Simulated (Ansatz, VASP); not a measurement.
# Cross-check of TePt16 (Te/Pt(100)) between VASP and Ansatz

One calculation is typed for both programs; each brings its own data sets. How far apart do they land? The cell is taken from a series of runs on this material, whose earlier steps may have relaxed, scaled, displaced or heated it; both programs get it as it stands. Other levels of theory on this material are compared in a session of their own.

Main program and level: Ansatz 0.2.0; plane waves, with VASP 6.6.1 beside it; RPBE.

### 1. Starting point

The cell holds 17 atoms: 16 Pt and 1 Te. Cell: a = 5.544 Å, b = 5.544 Å, c = 26.032 Å, α = 90.0°, β = 90.0°, γ = 90.0°. Vacuum lies along c.

### 2. Ansatz: single point, RPBE

Ansatz runs on its default PAW (the set named soft_2) files.

With cell and atoms fixed, the geometry can't cause a difference; cores, projectors, grids and the points listed under the comparison can.

Contents of input.yaml:

```yaml
crystal:
  lattice:
    - [5.5437171646, 0.0, 0.0]
    - [0.0, 5.5437171646, 0.0]
    - [0.0, 0.0, 26.0324954228]
  atoms:
    - { symbol: Pt, position: [0.25, 0.25, 0.3457217548] }
    - { symbol: Pt, position: [0.0, 0.0, 0.4210122703] }
    - { symbol: Pt, position: [0.25, 0.25, 0.4976603011] }
    - { symbol: Pt, position: [-0.006541603, -0.006541603, 0.577291262] }
    - { symbol: Pt, position: [0.25, 0.75, 0.3457217548] }
    - { symbol: Pt, position: [0.0, 0.5, 0.4210122703] }
    - { symbol: Pt, position: [0.25, 0.75, 0.4981651932] }
    - { symbol: Pt, position: [-0.006541603, 0.506541603, 0.577291262] }
    - { symbol: Pt, position: [0.75, 0.25, 0.3457217548] }
    - { symbol: Pt, position: [0.5, 0.0, 0.4210122703] }
    - { symbol: Pt, position: [0.75, 0.25, 0.4981651932] }
    - { symbol: Pt, position: [0.506541603, -0.006541603, 0.577291262] }
    - { symbol: Pt, position: [0.75, 0.75, 0.3457217548] }
    - { symbol: Pt, position: [0.5, 0.5, 0.4210122703] }
    - { symbol: Pt, position: [0.75, 0.75, 0.5004893419] }
    - { symbol: Pt, position: [0.506541603, 0.506541603, 0.577291262] }
    - { symbol: Te, position: [0.25, 0.25, 0.642349824] }
kpoints:
  mp_grid: { grid: [6, 6, 1] }
hamiltonian:
  xc: rpbe
scf:
  occupations: { method: fermi_dirac, width: 0.1 }
  convergence: { dr2_threshold: 1.0e-08 }
efield:
  axis: 3
  dipole_correction: true
  ramp_position: 0.97
  ramp_width: 0.06
output:
  write_potential: true
  write_density: true
  volumetric_format: npy
```

Launch:

```sh
> ansatz run input.yaml --threads 4 --pin off --max-ram 12288MiB --backend cpu --events-out ev --progress --plain --runs-dir out
```

Numbers of over 12 decimals in the logs are rounded to 6 here.

Output:

```text
Engine: ansatz 0.2.0, aarch64-unknown-linux-gnu
Pseudopotentials: kind: paw
Pseudopotential: Pt, paw, valence charge 18, recommended cutoff 420 eV (normal), Pt.paw.azcp
Pseudopotential: Te, paw, valence charge 16, recommended cutoff 420 eV (normal), Te.paw.azcp
Functional definition: RPBE
  parameter kappa = 0.804
  parameter beta = 0.066725
  exchange = rpbe_x(kappa = kappa, mu = beta*pi^2/3)
  correlation = pbe_c(beta = beta)
Crystal: 17 atoms, lattice volume = 800.051 Å³
Basis set: ecut = 420 eV, 15683 PW (Γ)
Bands: 183, of which v1, the nominal top of the filled ones, is band 152 counted from 1 (151 counted from 0)
Symmetry: 8 space group operations
Space group: P4mm (ITA 99), of the structure as read, at distance tolerance 9.3e-5 Å
k-points: 10 of 36
Non-local potential: Pt, projectors of the file, l = 0: 3, l = 1: 2, l = 2: 2, l = 3: 1
Non-local potential: Te, projectors of the file, l = 0: 2, l = 1: 2, l = 2: 2, l = 3: 2
PAW form: soft (Blöchl's): semilocal exchange-correlation on the pseudo side does not see the compensation charge
PAW frozen core: Pt, regenerated for the run's functional, and the local potential with it (the file was generated under x = pbe(κ = 0.804, μ = 0.219515), c = pbe(β = 0.066725))
PAW frozen core: Te, regenerated for the run's functional, and the local potential with it (the file was generated under x = pbe(κ = 0.804, μ = 0.219515), c = pbe(β = 0.066725))
PAW one-centre angular grid: Pt, 590 points (default); XC on 64 Gauss nodes
PAW one-centre angular grid: Te, 590 points (default); XC on 64 Gauss nodes
Initial density: superposition of atomic densities (neutral atoms: chi_scale 0, normalization atom), corrected by the library's trained network
Initial wavefunctions: pseudopotential atomic-orbital guess
Functional: x = rpbe, c = pbe(β = 0.066725)
SCF iter   1: F=—  HF=-207574.541153 eV  |F-HF|=—  |Δ(HF+E_count)|=         —  Δρ=7.76e-3  dr2=5.38e0  ethr=1.77e-3  p=0.146 e·Å  D=3.30e-2 V/Å  ΔV_dip=-0.86 eV  dr2_dipole=1.38e0  V_vac-E_F(+/−)=4.27/5.13 eV  ⟨swp⟩=7.5  Hψ=7652  notcnv=0  defer=102
efield: sawtooth ramp at fractional position 0.9700 (set: `efield.ramp_position`, or a place that a band, a saddle search or an elastic batch's reference lends), width 0.0600; the density the first Hamiltonian is built on has a dipole p = 0.146 e·Å; the dipole correction subtracts the counter field D = 3.30e-2 V/Å, which shifts the + side's vacuum level by -0.86 eV against the − side's; the planar-averaged density in the ramp window peaks in size at 4.9e-6 e/Å³
preconditioner: auto → LDOS  [metal: Δε(μ)=0.021 eV  Ē_g=7.145 eV  σ=0.100 eV  W_gap=0.05  n_scr=158 (ndim 8)  ℏωp=16.9 eV  f_vac=0.607  D(μ)=25.86/eV (n_scr^D=176)  β→1.0]
SCF iter   2: F=—  HF=-207574.468974 eV  |F-HF|=—  |Δ(HF+E_count)|=   7.22e-2  Δρ=3.86e-3  dr2=3.79e-1  ethr=1.77e-3  p=0.193 e·Å  D=4.37e-2 V/Å  ΔV_dip=-1.14 eV  dr2_dipole=6.69e-2  V_vac-E_F(+/−)=4.40/5.54 eV  ⟨swp⟩=2.0  Hψ=2203  notcnv=0  defer=140
SCF iter   3: F=—  HF=-207574.461715 eV  |F-HF|=—  |Δ(HF+E_count)|=   7.26e-3  Δρ=1.83e-3  dr2=1.85e-1  ethr=1.25e-4  p=0.187 e·Å  D=4.24e-2 V/Å  ΔV_dip=-1.10 eV  dr2_dipole=1.11e-2  V_vac-E_F(+/−)=4.33/5.43 eV  ⟨swp⟩=2.0  Hψ=2670  notcnv=0  defer=140
SCF iter   4: F=—  HF=-207574.445410 eV  |F-HF|=—  |Δ(HF+E_count)|=   1.63e-2  Δρ=7.45e-4  dr2=1.05e-2  ethr=6.07e-5  p=0.198 e·Å  D=4.48e-2 V/Å  ΔV_dip=-1.17 eV  dr2_dipole=2.51e-7  V_vac-E_F(+/−)=4.36/5.52 eV  ⟨swp⟩=2.0  Hψ=2575  notcnv=0  defer=140
SCF iter   5: F=—  HF=-207574.444704 eV  |F-HF|=—  |Δ(HF+E_count)|=   7.06e-4  Δρ=3.19e-4  dr2=3.87e-3  ethr=3.46e-6  p=0.197 e·Å  D=4.47e-2 V/Å  ΔV_dip=-1.16 eV  dr2_dipole=2.20e-5  V_vac-E_F(+/−)=4.35/5.51 eV  ⟨swp⟩=3.0  Hψ=3128  notcnv=0  defer=140
SCF iter   6: F=—  HF=-207574.444604 eV  |F-HF|=—  |Δ(HF+E_count)|=   9.98e-5  Δρ=1.38e-4  dr2=9.43e-4  ethr=1.27e-6  p=0.197 e·Å  D=4.47e-2 V/Å  ΔV_dip=-1.16 eV  dr2_dipole=1.23e-6  V_vac-E_F(+/−)=4.35/5.51 eV  ⟨swp⟩=1.3  Hψ=1693  notcnv=0  defer=140
SCF iter   7: F=—  HF=-207574.444592 eV  |F-HF|=—  |Δ(HF+E_count)|=   1.18e-5  Δρ=4.87e-5  dr2=4.23e-5  ethr=3.10e-7  p=0.198 e·Å  D=4.47e-2 V/Å  ΔV_dip=-1.16 eV  dr2_dipole=1.89e-6  V_vac-E_F(+/−)=4.35/5.52 eV  ⟨swp⟩=2.2  Hψ=2438  notcnv=0  defer=140
SCF iter   8: F=—  HF=-207574.444671 eV  |F-HF|=—  |Δ(HF+E_count)|=   7.91e-5  Δρ=2.27e-5  dr2=9.08e-6  ethr=1.39e-8  p=0.198 e·Å  D=4.47e-2 V/Å  ΔV_dip=-1.16 eV  dr2_dipole=2.51e-7  V_vac-E_F(+/−)=4.35/5.52 eV  ⟨swp⟩=2.2  Hψ=2651  notcnv=0  defer=140
SCF iter   9: F=—  HF=-207574.443925 eV  |F-HF|=—  |Δ(HF+E_count)|=   7.46e-4  Δρ=9.53e-6  dr2=1.55e-6  ethr=2.99e-9  p=0.198 e·Å  D=4.47e-2 V/Å  ΔV_dip=-1.16 eV  dr2_dipole=6.91e-9  V_vac-E_F(+/−)=4.35/5.52 eV  ⟨swp⟩=2.4  Hψ=2703  notcnv=0  defer=140
[...]
SCF converged after 13 iterations
Free energy (F): -207574.443926 eV
Harris-Foulkes:  -207574.443926 eV  (|F-HF|=1.16e-9)
Internal energy: -207573.614334 eV  (E = F + TS)
E sigma→0 (E₀):  -207574.029130 eV
Entropy (-TS):   -0.829592 eV (-48.800 meV/atom)
Fermi energy:    4.166700 eV
Dipole field:    D = 0.044705 V/Å  (p = 0.197656 e·Å, saw-weighted, corrected)
Work function:   Φ+ = 4.3525 eV   Φ− = 5.5162 eV
Levels:          The Fermi level and band energies are counted from a zero that moves with the ramp; work functions are not
--- Per-component energies (eV) ---
  E_band       = -7825.789430
  E_kinetic    = 10373.191540
  E_local      = -561914.791323  (includes V_loc(G=0)·N_el)
  E_nonlocal   = 2880.840438
  E_hartree    = 275372.146615
  E_xc         = -4307.900739
  E_vxc        = -4934.578491  (∫ρ·V_xc dr)
  E_paw        = -156155.163015  (= ΣΔE_a)
  E_vpaw       = -4985.296286  (= ΣTr[D̂ρ^β])
  E_aug_tail   = 0.003167  (compensation charges beyond the density's cutoff)
  E_efield     = 0.004418  (sawtooth field / dipole correction)
  E_vefield    = 10.543256  (∫n·V_field dr)
  E_ewald      = 226178.690690
  E_core_change = -0.636125  (= ΣΔE_core)
  E_smearing   = -0.829592  (= −TS)
  E_closure    = 0.000000  (closes the sum)
  Σ components = -207574.443926   (vs F -207574.443926, Δ=0.00e0)
--- Band table (eV; the first three rows and the last of 10) ---
  k-point 0: bands = [... 148 lower, 4.1258, 4.2601, 4.3984, 4.3984, 4.7121, 4.7378, 4.7840, 5.0295, ... 27 higher]
  k-point 1: bands = [... 148 lower, 4.1419, 4.1466, 4.2961, 4.3876, 4.4187, 4.5510, 4.6154, 4.7419, ... 27 higher]
  k-point 2: bands = [... 148 lower, 4.0083, 4.0566, 4.0733, 4.1732, 4.1784, 4.2423, 4.4014, 4.4247, ... 27 higher]
  k-point 9: bands = [... 148 lower, 3.1791, 3.3054, 3.7490, 3.7490, 4.1482, 4.1483, 4.2124, 4.2124, ... 27 higher]
```

### 3. VASP: single point, RPBE

The same cell, functional, mesh and smearing now go to VASP, with its own data sets.

Lines of VASP's logs that name or quote its potential files are left out, and so is its time.

Contents of INCAR:

```
SYSTEM = TePt16
PREC = Accurate
ENCUT = 400
EDIFF = 1E-06
NELM = 120
ISMEAR = -1
SIGMA = 0.1
LREAL = .FALSE.
ALGO = Normal
GGA = RP
NBANDS = 102
LASPH = .TRUE.
LORBIT = 11
LWAVE = .FALSE.
LCHARG = .FALSE.
ISIF = 2
LDIPOL = .TRUE.
IDIPOL = 3
DIPOL = 0.5 0.5 0.471
LVHAR = .TRUE.
GGA_COMPAT = .FALSE.
NELMDL = -8
KPAR = 4
```

Contents of POSCAR:

```
TePt16
1.0
    5.5437171646      0.0000000000      0.0000000000
    0.0000000000      5.5437171646      0.0000000000
    0.0000000000      0.0000000000     26.0324954228
Pt Te
16 1
Direct
    0.2500000000      0.2500000000      0.3457217548
    0.0000000000      0.0000000000      0.4210122703
    0.2500000000      0.2500000000      0.4976603011
    0.9934583970      0.9934583970      0.5772912620
    0.2500000000      0.7500000000      0.3457217548
    0.0000000000      0.5000000000      0.4210122703
    0.2500000000      0.7500000000      0.4981651932
    0.9934583970      0.5065416030      0.5772912620
    0.7500000000      0.2500000000      0.3457217548
    0.5000000000      0.0000000000      0.4210122703
    0.7500000000      0.2500000000      0.4981651932
    0.5065416030      0.9934583970      0.5772912620
    0.7500000000      0.7500000000      0.3457217548
    0.5000000000      0.5000000000      0.4210122703
    0.7500000000      0.7500000000      0.5004893419
    0.5065416030      0.5065416030      0.5772912620
    0.2500000000      0.2500000000      0.6423498240
```

Contents of KPOINTS:

```
Automatic mesh
0
Gamma
6 6 1
0 0 0
```

PAW data sets: Pt and Te (PBE family, release 64).

Launch:

```sh
> mpirun -np 4 vasp_std
```

Output:

```text
[banner, memory and clock lines left out]
running    4 mpi-ranks, on    1 nodes
 distrk:  each k-point on    1 cores,    4 groups
 distr:  one band on    1 cores,    1 groups

 POSCAR found type information on POSCAR PtTe
 POSCAR found :  2 types and      17 ions
|                                                                             |
|               ----> ADVICE to this user running VASP <----                  |
|                                                                             |
|     You have a (more or less) 'large supercell' and for larger cells it     |
|     might be more efficient to use real-space projection operators.         |
|     Therefore, try LREAL= Auto in the INCAR file.                           |
|     Mind: For very accurate calculation, you might also keep the            |
|     reciprocal projection scheme (i.e. LREAL=.FALSE.).                      |
|                                                                             |

|                                                                             |
|               ----> ADVICE to this user running VASP <----                  |
|                                                                             |
|     You enforced a specific xc type in the INCAR file but a different       |
|     [... a line on the potential file left out ...]
|     I HOPE YOU KNOW WHAT YOU ARE DOING!                                     |
|                                                                             |

 LDA part: xc-table for (Slater+PW92), standard interpolation
 POSCAR, INCAR and KPOINTS ok, starting setup
 FFT: planning ... GRIDC
 FFT: planning ... GRID_SOFT
 FFT: planning ... GRID
 WAVECAR not read
 entering main loop
       N       E                     dE             d eps       ncg     rms          rms(c)
DAV:   1     0.104817659932E+04    0.10482E+04   -0.61623E+04  2040   0.111E+03
DAV:   2    -0.945982482214E+01   -0.10576E+04   -0.97027E+03  2568   0.249E+02
DAV:   3    -0.892559253571E+02   -0.79796E+02   -0.73690E+02  2408   0.658E+01
DAV:   4    -0.922345264750E+02   -0.29786E+01   -0.28855E+01  2628   0.121E+01
DAV:   5    -0.923077338794E+02   -0.73207E-01   -0.73015E-01  2502   0.200E+00
DAV:   6    -0.923111840553E+02   -0.34502E-02   -0.34484E-02  2786   0.401E-01
DAV:   7    -0.923112811018E+02   -0.97046E-04   -0.97033E-04  2516   0.647E-02
DAV:   8    -0.923112861402E+02   -0.50384E-05   -0.50363E-05  2434   0.129E-02    0.418E+01
DAV:   9    -0.907763874763E+02    0.15349E+01   -0.16626E+01  2282   0.190E+01    0.322E+01
DAV:  10    -0.147870832829E+03   -0.57094E+02   -0.13484E+02  2786   0.749E+01    0.592E+01
DAV:  11    -0.112415649587E+03    0.35455E+02   -0.12911E+02  2716   0.483E+01    0.410E+01
DAV:  12    -0.100955197865E+03    0.11460E+02   -0.49572E+01  2490   0.363E+01    0.266E+01
DAV:  13    -0.927120844771E+02    0.82431E+01   -0.25450E+01  2284   0.261E+01    0.183E+01
DAV:  14    -0.873785361529E+02    0.53335E+01   -0.12472E+01  2318   0.175E+01    0.649E+00
[...]
DAV:  34    -0.872312485012E+02   -0.13056E-04   -0.14533E-06  1470   0.490E-03    0.139E-02
DAV:  35    -0.872312580638E+02   -0.95626E-05   -0.33213E-06  1688   0.682E-03    0.625E-03
DAV:  36    -0.872312630380E+02   -0.49742E-05   -0.77149E-07  1446   0.324E-03    0.304E-03
DAV:  37    -0.872312676934E+02   -0.46554E-05   -0.39637E-07  1388   0.217E-03    0.123E-03
DAV:  38    -0.872312717508E+02   -0.40574E-05   -0.30341E-07  1428   0.104E-03    0.135E-03
DAV:  39    -0.872312748607E+02   -0.31099E-05   -0.13594E-07  1348   0.918E-04    0.102E-03
DAV:  40    -0.872312773916E+02   -0.25310E-05   -0.16018E-07  1376   0.120E-03    0.578E-04
DAV:  41    -0.872312779814E+02   -0.58980E-06   -0.43675E-08  1316   0.570E-04
   1 F= -.87231278E+02 E0= -.86815044E+02  d E =-.832469E+00
```

[end of part 1 of 2]

[Lines on the potential files, build, host, timing and source positions are cut from VASP's logs without a mark.]

[Logs are printed without paths, hosts, clocks, repeated set-up lines and the standing remarks that a program may print on its own settings, such as how far it seeks lower states.]

[Hosts, paths, dates, database ids (printed as entryN), source tags and the programs' standing remarks are cut or masked in the printed files.]
